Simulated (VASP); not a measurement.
```
CELL_PARAMETERS angstrom
      0.00000     3.19312     3.19312
      3.19312     0.00000     3.19312
      3.19312     3.19312     0.00000
ATOMIC_POSITIONS crystal
  K  0.00000 0.00000 0.00000
  Cl 0.50000 0.50000 0.50000
```

Level of theory: SCAN meta-GGA, VASP's PBE PAW potentials (set 64) (plane waves; VASP). Settings: 520 eV cut-off, 7×7×7 Γ-centred mesh, Gaussian smearing of 0.050 eV, potentials K_sv Cl.

Problem. Estimate the energy per atom (σ→0), pressure, band gap (on the k-mesh) with the smallest direct gap where there is one.

Solution. 
The band gap (on the k-mesh) comes out as 5.62 eV. The smallest direct gap (on the k-mesh) is 5.62 eV. The energy per atom (σ→0) is -10.335 eV/atom and the pressure comes out as -1.05 GPa.

The absolute energy has meaning only against runs of the same code, potentials and settings.

The compound is KCl in the rock salt structure. This cell is one point of a volume scan, at 1.06 of the reference volume.
